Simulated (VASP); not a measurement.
These are revPBE GGA, VASP's PBE PAW potentials (set 64) (plane waves; VASP) values and carry that method's errors. For the first row: Numerical set-up: 520 eV cut-off, 5×5×7 Γ-centred mesh, Gaussian smearing of 0.050 eV, potentials Mn_pv F.

| system | energy (eV/atom) |
|---|---|
| MnF₂ (rutile) | -6.3477 |
| Mn atom | -5.2617 |
| F atom | -0.7312 |

Atoms are spin-polarised in a large box without symmetry, with the spin fixed by Hund's rule, and may not be in the lowest state of each functional; no zero-point energy is added.

Task: What is the cohesive energy per atom of MnF$_{2}$?

Result: The references average (2×(-5.2617) + 4×(-0.7312))/6 = -2.2414 eV, so the cohesive energy is -2.2414 − (-6.3477) = 4.106 eV/atom.
